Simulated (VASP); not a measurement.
A run of VASP 6.6.1 is set up as follows.

File INCAR:

```
ALGO     = Normal         # electronic algorithm
EDIFF    = 1E-6           # SCF threshold, eV
ENCUT    = 520            # plane-wave cutoff, eV
GGA      = PS             # functional
ISIF     = 2              # what is computed and relaxed
ISMEAR   = 0              # smearing method
KPAR     = 4            
LASPH    = T              # aspherical terms in the spheres
LCHARG   = F              # write CHGCAR
LREAL    = F              # projectors in reciprocal space
LWAVE    = F              # write WAVECAR
NBANDS   = 46             # bands
NELM     = 100            # most SCF steps
PREC     = Accurate       # precision mode
SIGMA    = 0.03           # smearing width, eV
```

File KPOINTS:

```
k-points
0
Gamma
  4 4 4
```

The input POSCAR:

```
ZnCd3Se3S
1.0
    4.2626510000      2.4610430000      3.4633300000
   -4.2626510000      2.4610430000      3.4633300000
    0.0000000000     -4.9220850000      3.4633300000
Zn Cd Se S
1 3 3 1
Direct
    0.9918050000      0.9918050000      0.9918050000
    0.5064320000      0.9962020000      0.5064320000
    0.9962020000      0.5064320000      0.5064320000
    0.5064320000      0.5064320000      0.9962020000
    0.2372310000      0.7625000000      0.2372310000
    0.7625000000      0.2372310000      0.2372310000
    0.2372310000      0.2372310000      0.7625000000
    0.7616920000      0.7616920000      0.7616920000
```

Potentials or basis: VASP PAW PBE potentials, release 64 (Zn, Cd, Se, S).

Command:

```sh
$ cat potpaw_PBE.64/Zn/POTCAR potpaw_PBE.64/Cd/POTCAR potpaw_PBE.64/Se/POTCAR potpaw_PBE.64/S/POTCAR > POTCAR
$ mpirun -np 4 vasp_std > vasp.out
```

Problem. Predict the band gap on the k mesh.

Solution. 0.57 eV, direct.

Problem. Estimate the pressure.

Solution. -2.7 GPa.

Problem. Predict the largest force.

Solution. 0.016 eV/Å.

Forces in eV/Å, atoms in the order of the input:
```
Zn   0.000  0.000 -0.001
Cd  -0.006  0.004 -0.006
Cd   0.006  0.004 -0.006
Cd   0.000 -0.007 -0.006
Se   0.013 -0.007  0.007
Se  -0.013 -0.007  0.007
Se   0.000  0.015  0.007
S    0.000  0.000 -0.003
```

Caveat: the PAW data sets were made with another functional, which shifts forces and pressure a little. Expect the measured gap to be larger: semilocal functionals such as PBEsol lack the derivative discontinuity.
